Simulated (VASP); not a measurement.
Data:

```
CELL_PARAMETERS angstrom
      0.00000     3.24000     3.24000
      3.24000     0.00000     3.24000
      3.24000     3.24000     0.00000
ATOMIC_POSITIONS crystal
  In 0.00000 0.00000 0.00000
  Sb 0.25000 0.25000 0.25000
```

These are PBE GGA, VASP's PBE PAW potentials (set 64) (plane waves; VASP) values and carry that method's errors. Run with 300 eV cut-off, 6×6×6 Γ-centred mesh, Fermi-Dirac smearing of 0.050 eV, potentials In_d Sb.

Problem. Give the energies of bands 7 to 12 at the high-symmetry points, in eV from the Fermi level.

Solution. 
```csv
band,Γ,X,U,L,W
7,-0.20,-5.92,-5.79,-5.62,-5.81
8,0.00,-2.26,-3.12,-1.01,-2.86
9,0.00,-2.26,-1.92,-1.01,-2.73
10,0.00,1.33,1.61,0.53,3.50
11,2.95,1.34,3.70,3.81,3.99
12,2.95,8.15,6.26,3.81,4.23
```

It has no gap at this level: it comes out as a metal or semimetal.

The structure is a typed InSb crystal (F-43m). The cell was not relaxed at this level.
